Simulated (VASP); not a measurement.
# ZnO (space group P6_3mc): computed properties

All values below come from PBE GGA with D3 dispersion (Becke-Johnson damping), VASP's PBE PAW potentials (set 64) (plane waves; VASP).

| Quantity | Result |
|---|---|
| space group | P6_3mc (186) |
| cell | a = 3.266 Å, b = 3.266 Å, c = 5.259 Å, α = 90.00°, β = 90.00°, γ = 120.00° |
| volume per atom | 12.15 Å³/atom |
| band gap (over mesh and band path) | 0.75 eV |
| smallest direct gap (over mesh and band path) | 0.75 eV |
| Hill bulk modulus | 136 GPa |
| Hill shear modulus | 39.4 GPa |
| Poisson's ratio | 0.368 |
| band-edge character | direct, Γ to Γ |
| density | 5.56 g/cm³ |
| optical Γ-point spectrum | 88 (×2), 250, 361, 385 (×2), 417 (×2), 523 cm⁻¹ |
| C11 | 192 GPa |
| C12 | 116 GPa |
| C13 | 101 GPa |
| C33 | 203 GPa |
| C44 | 35.6 GPa |
| C66 | 38.1 GPa |

```
ZnO
1.0
    3.26636     0.00000     0.00000
   -1.63318     2.82875     0.00000
    0.00000     0.00000     5.25875
Zn O
2 2
Direct
  0.33333   0.66667   0.49945
  0.66667   0.33333   0.99945
  0.66667   0.33333   0.37956
  0.33333   0.66667   0.87956
```

The structure comes from a measured ZnO entry (P6_3mc) of the Crystallography Open Database, whose conditions weren't checked. It was relaxed first. Symmetry was kept, so distortions that lower it aren't found.
